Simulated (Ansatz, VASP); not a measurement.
# MnSi (Brownleeite): VASP beside Ansatz

Wanted: the spread between two codes on one cell, functional and k mesh. The structure shown comes from an earlier Ansatz run, which isn't shown and may have moved the atoms alone.

Calculated with Ansatz 0.2.0; plane waves, with VASP 6.6.1 beside it; elastic constants at LDA.

### Step 1. Set-up

The structure is cubic, space group P2_13 (No. 198). The conventional cell has a = 4.427 Å, b = 4.427 Å, c = 4.427 Å, α = 90.00°, β = 90.00°, γ = 90.00°. Nearest to Mn lie 7 Si at 2.24 to 2.47 Å. Si has 7 Mn at 2.24 to 2.47 Å nearest. Farther neighbours are not listed.

### Step 2. Ansatz: elastic constants, LDA

Ansatz runs on its default PAW (the set named soft_2) files.

Elastic constants are differences of stresses under small strains, so they test the stress and the mesh.

Contents of input.yaml:

```yaml
crystal:
  lattice:
    - [4.427421634, 0.0, 0.0]
    - [0.0, 4.427421634, 0.0]
    - [0.0, 0.0, 4.427421634]
  atoms:
    - { symbol: Mn, position: [0.137309139, 0.137309139, 0.137309139], spin: 0.7 }
    - { symbol: Mn, position: [0.362690861, 0.862690861, 0.637309139], spin: 0.7 }
    - { symbol: Mn, position: [0.637309139, 0.362690861, 0.862690861], spin: 0.7 }
    - { symbol: Mn, position: [0.862690861, 0.637309139, 0.362690861], spin: 0.7 }
    - { symbol: Si, position: [0.8454291159, 0.8454291159, 0.8454291159] }
    - { symbol: Si, position: [0.6545708841, 0.1545708841, 0.3454291159] }
    - { symbol: Si, position: [0.3454291159, 0.6545708841, 0.1545708841] }
    - { symbol: Si, position: [0.1545708841, 0.3454291159, 0.6545708841] }
kpoints:
  mp_grid: { grid: [6, 6, 6] }
hamiltonian:
  xc: lda
scf:
  occupations: { method: gaussian, width: 0.05 }
output:
  forces: true
  stress: true
  eigenvalues: true
  populations: true
magnetization:
  spin_polarized: true
elastic:
  mode: relaxed_ion
  stencil: two_point
  amplitude: 0.002
```

The run is started by

```sh
$ ansatz run input.yaml --threads 8 --pin off --max-ram 16384MiB --backend cpu --events-out ev --progress --plain --runs-dir out
```

Numbers of over 12 decimals in the logs are rounded to 6 here.

Output:

```text
Engine: ansatz 0.2.0, x86_64-unknown-linux-gnu
Pseudopotentials: kind: paw
Pseudopotential: Mn, paw, valence charge 15, recommended cutoff 420 eV (normal), Mn.paw.azcp
Pseudopotential: Si, paw, valence charge 4, recommended cutoff 420 eV (normal), Si.paw.azcp
Functional definition: SPW92
  exchange = slater_x
  correlation = pw_c
Crystal: 8 atoms, lattice volume = 86.787 Å³
Basis set: ecut = 420 eV, 1743 PW (Γ)
Bands: 48, of which v1, the nominal top of the filled ones, is band 38 counted from 1 (37 counted from 0)
Symmetry: 12 space group operations
Space group: P213 (ITA 198), of the structure as read, at distance tolerance 4.4e-5 Å
Magnetic group: BNS 198.9 (UNI 1511), of the structure as read, at distance tolerance 4.4e-5 Å
k-points: 24 of 216 (time reversal used)
Non-local potential: Mn, projectors of the file, l = 0: 3, l = 1: 2, l = 2: 3, l = 3: 1
Non-local potential: Si, projectors of the file, l = 0: 2, l = 1: 2, l = 2: 2
PAW form: soft (Blöchl's): semilocal exchange-correlation on the pseudo side does not see the compensation charge
PAW frozen core: Mn, regenerated for the run's functional, and the local potential with it (the file was generated under x = pbe(κ = 0.804, μ = 0.219515), c = pbe(β = 0.066725))
PAW frozen core: Si, regenerated for the run's functional, and the local potential with it (the file was generated under x = pbe(κ = 0.804, μ = 0.219515), c = pbe(β = 0.066725))
PAW one-centre angular grid: Mn, 590 points (default); XC on 64 Gauss nodes
PAW one-centre angular grid: Si, 110 points (default); XC on 64 Gauss nodes
Initial density: superposition of atomic densities (chi_scale 0.1, normalization cell)
Starting moments: Σ|m| = 2.8 μB on 4 of 8 sites
Initial wavefunctions: pseudopotential atomic-orbital guess
Functional: x = slater, c = lda
SCF 1 converged in 12 iterations: F = -17804.229066 eV  dr2 = 2.20e-10
  greatest PAW one-centre occupation: 1.001 electrons in one spin orbital (limit 2), on the Mn atom at site 3 (counted from 0), in its partial waves of l = 1
a single point of the input's cell can leave the moments in the input for a lower state (scf.lower_state_search): this run first made a single point of its cell. This run's own SCFs start from the density of the state that the single point found, with the moments in the input. The single point stayed on the moments in the input.
Initial density: read from a saved state, or passed on in memory by an earlier SCF of this step, an earlier step, the calling program or the single point that the run made first
Stability of the state it starts from, as read at its close in the collinear treatment: not read negative (Ritz values of 1 − χ₀K, real part plus size of imaginary part, from 0.54 to 0.56, by its mixing steps under the symmetry group of the SCF that read it); its run was given moments
Starting moments: Σ|m| = 2.8 μB on 4 of 8 sites; this step starts from the density that it was given
iter 1 solved again at ethr=1.33e-7 eV; its pass at ethr=3.10e-3 eV (dr2=1.01e-4 eV) is discarded
SCF iter   1: F=—  HF=-17804.229059 eV  |F-HF|=—  |Δ(HF+E_count)|=         —  Δρ=5.29e-7 (↑5.29e-7 ↓3.23e-7)  dr2=3.32e-10  dr2_m=1.61e-11  M=2.602 μB ∫|m|=2.888 μB  β_m=0.65  ethr=1.33e-7  ⟨swp⟩=3.0  Hψ=15617  notcnv=0
eigensolver tolerance schedule: the retry pair's looser diagonalisation over-reported the residual by 305262.11 of it (diagonalisation noise at an unbounded share of the residual, at the tolerance the schedule requests for it); recorded, not acted on — ethr = c·dr2/N_el stays at c = 1.0e-1
preconditioner: auto → Kerker (q_TF=auto, 2.141 Å⁻¹)  [metal: Δε(μ)=0.010 eV  Ē_g=6.089 eV  σ=0.050 eV  W_gap=0.11  n_scr=18 (ndim 8)  ℏωp=26.4 eV  f_vac=0.000  D(μ)=6.50/eV (n_scr^D=80)]
spin=Collinear: Kerker preconditioning applied to the charge; magnetization (m = ρ↑ − ρ↓) channel mixes plain (no charge-response kernel on spin).
SCF iter   2: F=—  HF=-17804.229066 eV  |F-HF|=—  |Δ(HF+E_count)|=   7.04e-6  Δρ=4.99e-7 (↑4.99e-7 ↓4.94e-7)  dr2=5.26e-10  dr2_m=9.23e-13  M=2.602 μB ∫|m|=2.888 μB  β_m=0.30  ethr=4.37e-13 (applied; sched 1.00e-12)  ⟨swp⟩=3.1  Hψ=6033  notcnv=0
SCF iter   3: F=—  HF=-17804.229066 eV  |F-HF|=—  |Δ(HF+E_count)|=  1.78e-10  Δρ=2.85e-7 (↑1.26e-7 ↓2.85e-7)  dr2=5.16e-11  dr2_m=1.40e-11  M=2.602 μB ∫|m|=2.888 μB  β_m=0.65  ethr=6.93e-13 (applied; sched 1.00e-12)  ⟨swp⟩=2.0  Hψ=2995  notcnv=0
SCF iter   4: F=—  HF=-17804.229066 eV  |F-HF|=—  |Δ(HF+E_count)|=  1.82e-11  Δρ=2.06e-7 (↑2.06e-7 ↓4.37e-8)  dr2=2.53e-11  dr2_m=1.02e-11  M=2.602 μB ∫|m|=2.888 μB  β_m=0.82  ethr=6.79e-14 (applied; sched 1.00e-12)  ⟨swp⟩=2.1  Hψ=4004  notcnv=0
SCF iter   5: F=—  HF=-17804.229066 eV  |F-HF|=—  |Δ(HF+E_count)|=    0.00e0  Δρ=1.02e-7 (↑1.02e-7 ↓4.72e-8)  dr2=3.53e-12  dr2_m=3.85e-12  M=2.602 μB ∫|m|=2.888 μB  β_m=0.84  ethr=3.32e-14 (applied; sched 1.00e-12)  ⟨swp⟩=2.0  Hψ=2961  notcnv=0
[...]
SCF iter   5: F=—  HF=-17804.228874 eV  |F-HF|=—  |Δ(HF+E_count)|=  1.31e-10  Δρ=1.04e-7 (↑1.04e-7 ↓8.40e-8)  dr2=5.32e-11  dr2_m=1.30e-12  M=2.602 μB ∫|m|=2.888 μB  β_m=0.45  ethr=1.23e-12  ⟨swp⟩=2.2  Hψ=10115  notcnv=0
[...]
iter 1 solved again at ethr=1.00e-12 eV; its pass at ethr=3.10e-3 eV (dr2=3.42e-14 eV) is discarded
SCF iter   1: F=—  HF=-17804.228874 eV  |F-HF|=—  |Δ(HF+E_count)|=         —  Δρ=4.49e-9 (↑4.45e-9 ↓4.49e-9)  dr2=2.24e-14  dr2_m=8.21e-15  M=2.602 μB ∫|m|=2.888 μB  β_m=0.30  ethr=1.00e-12  ⟨swp⟩=2.0  Hψ=32801  notcnv=0
spin=Collinear: Kerker preconditioning applied to the charge; magnetization (m = ρ↑ − ρ↓) channel mixes plain (no charge-response kernel on spin).
SCF iter   2: F=-17804.228874 eV  HF=-17804.228874 eV  |F-HF|=0.00e0  |Δ(HF+E_count)|=  3.64e-12  Δρ=5.60e-9 (↑5.60e-9 ↓4.01e-9)  dr2=6.04e-14  dr2_m=6.64e-15  M=2.602 μB ∫|m|=2.888 μB  ethr=1.00e-12  ⟨swp⟩=4.0  Hψ=26401  notcnv=0
SCF 22 converged in 2 iterations: F = -17804.228874 eV  dr2 = 6.04e-14
SCF converged after 9 iterations
Magnetization: 2.6022 μB (39.3011 up, 36.6989 down)
Absolute magnetization: 2.8884 μB (∫|ρ↑−ρ↓|, with the PAW one-centre terms)
Spin contamination: 0.0231 ħ² per cell (⟨S²⟩ above its minimum at these occupations)
Per-site moments (μB) at R_I (Å): [(0.636514, 0.923294), (0.636514, 0.923294), (0.636514, 0.923294), (0.636514, 0.923294), (-0.017731, 0.923294), (-0.017731, 0.923294), (-0.017731, 0.923294), (-0.017731, 0.923294)]
Free energy (F): -17804.229066 eV
Harris-Foulkes:  -17804.229066 eV  (|F-HF|=0.00e0)
Internal energy: -17804.220945 eV  (E = F + TS)
E sigma→0 (E₀):  -17804.225006 eV
Entropy (-TS):   -0.008121 eV (-1.015 meV/atom)
Fermi energy:    16.847344 eV
--- Per-component energies (eV) ---
  E_band       = -645.768974
  E_kinetic    = 1437.430131
  E_local      = -8333.258926  (includes V_loc(G=0)·N_el)
  E_nonlocal   = 1073.496351
  E_hartree    = 3588.279938
  E_xc         = -694.937577
  E_vxc        = -801.144092  (∫ρ·V_xc dr)
  E_paw        = -6908.644200  (= ΣΔE_a)
  E_vpaw       = -1198.852309  (= ΣTr[D̂ρ^β])
  E_aug_tail   = -0.000019  (compensation charges beyond the density's cutoff)
  E_ewald      = -7968.459778
  E_core_change = 1.873135  (= ΣΔE_core)
  E_smearing   = -0.008121  (= −TS)
  E_closure    = 0.000000  (closes the sum)
  Σ components = -17804.229066   (vs F -17804.229066, Δ=0.00e0)
--- Forces (eV/Å), atoms counted from 1 ---
  atom   1  Mn    -0.00001231    -0.00001231    -0.00001231
  atom   2  Mn     0.00001231     0.00001231    -0.00001231
  atom   3  Mn    -0.00001231     0.00001231     0.00001231
  atom   4  Mn     0.00001231    -0.00001231     0.00001231
  atom   5  Si     0.00002962     0.00002962     0.00002962
  atom   6  Si    -0.00002962    -0.00002962     0.00002962
  atom   7  Si     0.00002962    -0.00002962    -0.00002962
  atom   8  Si    -0.00002962     0.00002962    -0.00002962
  max |Σ_I F_I| component: 1.48e-16 eV/Å
--- Stress (GPa, compression-positive) ---
       -0.000792       0.000000      -0.000000
        0.000000      -0.000792       0.000000
       -0.000000       0.000000      -0.000792
  P = ⅓ Tr σ = -0.0008 GPa (-0.008 kbar)
--- Band table (eV; the first three rows and the last of 48) ---
  k-point 0 ↑: bands = [... 34 lower, 14.9751, 16.7797, 16.7797, 16.7797, 16.8976, 16.8976, 17.9453, 17.9453, ... 6 higher]
  k-point 1 ↑: bands = [... 34 lower, 15.2804, 16.4968, 16.5876, 16.8326, 16.8986, 17.0638, 17.6398, 17.8537, ... 6 higher]
  k-point 2 ↑: bands = [... 34 lower, 15.4003, 16.0533, 16.5091, 16.6805, 16.9363, 17.1159, 17.4230, 17.6114, ... 6 higher]
  k-point 23 ↓: bands = [... 34 lower, 16.7286, 16.7286, 16.9460, 16.9460, 16.9460, 16.9460, 18.1638, 18.1638, ... 6 higher]
--- Elastic constants: 2 strain directions × 2 members + reference (group order 12) ---
  dense FFT box of the reference and of every strained cell: 30×30×30
  strains applied: 11, 23; error gains: componentwise 1.00 (the most a stress slope's error grows in a printed constant), spectral 1.73 (1 for all six strains in a standard setting)
  C = ∂σ_k/∂η_j (tension-positive GPa; Voigt order 11 22 33 23 13 12):
       424.565    138.286    138.338      0.000      0.000     -0.000
       138.338    424.565    138.286      0.000      0.000     -0.000
       138.286    138.338    424.565      0.000      0.000      0.000
         0.000     -0.000      0.000    166.133     -0.000      0.000
         0.000     -0.000     -0.000      0.000    166.133      0.000
        -0.000      0.000     -0.000      0.000      0.000    166.133
  reference stress σ⁰ (GPa):      0.001      0.001      0.001     -0.000      0.000     -0.000
  C* (energy form; C + prestress term) asymmetry max|C*_kj − C*_jk| = 5.292e-2 GPa — a small one proves nothing (zero by symmetry where the batch's group is 432, −43m or m−3m); a large one is finite-difference/SCF noise where every solve meets its electron count
  moduli (Voigt/Reuss/Hill, GPa): K = 233.73/233.73/233.73   G = 156.93/156.10/156.51   E = 383.86   ν = 0.226
  mechanically stable: yes (min eigenvalue of sym C = 166.13 GPa)
  strain η (Voigt 11):  stress-route row diagonal C_11 = 424.56 GPa, energy-path curvature d²(F+E_count+ΔE)/dδ²/Ω₀ = 424.74 GPa
         δ    σ_11 (GPa)             F (eV)   n_scf  n_hpsi   n_pw
    -2.000e-3      -0.8531      -17804.2285958       2   48727   1743   relax 5 steps, max|allowed force component| 2.76e-6 eV/Å
     2.000e-3       0.8451      -17804.2286146       2   48682   1743   relax 3 steps, max|allowed force component| 2.98e-5 eV/Å
  strain η (Voigt 23):  stress-route row diagonal C_44 = 166.13 GPa, energy-path curvature d²(F+E_count+ΔE)/dδ²/Ω₀ = 166.35 GPa
         δ    σ_23 (GPa)             F (eV)   n_scf  n_hpsi   n_pw
    -2.000e-3      -0.3323      -17804.2288742       2   61047   1743   relax 5 steps, max|allowed force component| 6.52e-6 eV/Å
     2.000e-3       0.3323      -17804.2288742       2   61110   1743   relax 3 steps, max|allowed force component| 1.79e-5 eV/Å
--- Löwdin populations: 8 sites ---
  site symbol       q [e]    m [muB]
     0     Mn     14.7487     0.7024
     1     Mn     14.7487     0.7024
     2     Mn     14.7487     0.7024
     3     Mn     14.7487     0.7024
     4     Si      4.0206    -0.0522
     5     Si      4.0206    -0.0522
     6     Si      4.0206    -0.0522
     7     Si      4.0206    -0.0522
  spilling = 0.012143 (of n_electrons = 76.000000)
```

The column dr2 measures how far the density is from self-consistency, as an energy; F and HF (Harris–Foulkes) agree once it is small.

[end of part 1 of 2]

[Lines on the potential files, build, host, timing and source positions are cut from VASP's logs without a mark.]

[Logs are printed without paths, hosts, clocks, repeated set-up lines and the standing remarks that a program may print on its own settings, such as how far it seeks lower states.]

[Hosts, paths, dates, database ids (printed as entryN), source tags and the programs' standing remarks are cut or masked in the printed files.]
